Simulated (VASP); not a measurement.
An input for Ansatz (written as the equivalent of a VASP run, and not itself run):

Ansatz 0.2 input:
```yaml
crystal:
  lattice:
    - [3.3579280, 0.0000000, 0.0000000]
    - [0.0000000, 10.8041550, 0.0000000]
    - [0.0000000, 0.0000000, 25.6205920]
  atoms:
    - { symbol: Sc, position: [0.5833330, 0.0000000, 0.3884570] }
    - { symbol: Sc, position: [0.5833330, 0.5000000, 0.3884570] }
    - { symbol: Sc, position: [0.0833330, 0.2500000, 0.4256380] }
    - { symbol: Sc, position: [0.0833330, 0.7500000, 0.3512800] }
    - { symbol: Sc, position: [0.0833330, 0.0000000, 0.5000000] }
    - { symbol: Sc, position: [0.0833330, 0.5000000, 0.5000000] }
    - { symbol: Sc, position: [0.5833330, 0.2500000, 0.5371810] }
    - { symbol: Sc, position: [0.5833330, 0.7500000, 0.4628190] }
    - { symbol: Sc, position: [0.5833330, 0.0000000, 0.6115390] }
    - { symbol: Sc, position: [0.5833330, 0.5000000, 0.6115390] }
    - { symbol: Sc, position: [0.0833330, 0.2500000, 0.6487200] }
    - { symbol: Sc, position: [0.0833330, 0.7500000, 0.5743620] }
kpoints:
  mp_grid: { grid: [8, 3, 1] }
hamiltonian:
  xc: lda
  pseudopotentials: { kind: paw }
scf:
  occupations: { method: methfessel_paxton, width: 0.136 }
  max_iter: 100
output: { forces: true, stress: true, eigenvalues: true }
```

Question: Translate this input to VASP (INCAR, KPOINTS, POSCAR, choice of POTCAR).

Answer: Several could match; the one computed here: 
**INCAR**
```
ALGO = Normal
EDIFF = 1E-6
ENCUT = 300
ISIF = 2
ISMEAR = 1
LASPH = .TRUE.
LCHARG = .FALSE.
LMAXMIX = 4
LREAL = .FALSE.
LWAVE = .FALSE.
NELM = 100
PREC = Accurate
SIGMA = 0.136
SYSTEM = Sc
```

File KPOINTS:
```
Automatic mesh
0
Gamma
8 3 1
0 0 0
```

**POSCAR**
```
Sc
3.3579280
  1.0000000000   0.0000000000   0.0000000000
  0.0000000000   3.2175064504   0.0000000000
  0.0000000000   0.0000000000   7.6298812839
Sc
12
Cart
  0.5833330000   0.0000000000   2.9638807939
  0.5833330000   1.6087532252   2.9638807939
  0.0833330000   0.8043766126   3.2475674099
  0.0833330000   2.4131298378   2.6802246974
  0.0833330000   0.0000000000   3.8149406420
  0.0833330000   1.6087532252   3.8149406420
  0.5833330000   0.8043766126   4.0986272580
  0.5833330000   2.4131298378   3.5312540259
  0.5833330000   0.0000000000   4.6659699705
  0.5833330000   1.6087532252   4.6659699705
  0.0833330000   0.8043766126   4.9496565865
  0.0833330000   2.4131298378   4.3823138740
```

POTCAR, in this order: Sc_sv (LDA.64 set). Program: vasp_std.

Limits of the translation: each code has its own PAW files, so the cut-off isn't converted (ENCUT is set for VASP's; basis.ecutwfc is left out, and Ansatz then takes the one that its files recommend); Ansatz stops its SCF on the density residual and VASP on the energy change (EDIFF); Ansatz's lda is the Perdew-Wang form, while the LDA potentials of VASP carry Perdew-Zunger's.

The cell is a sheet with vacuum, built from a generated structure.
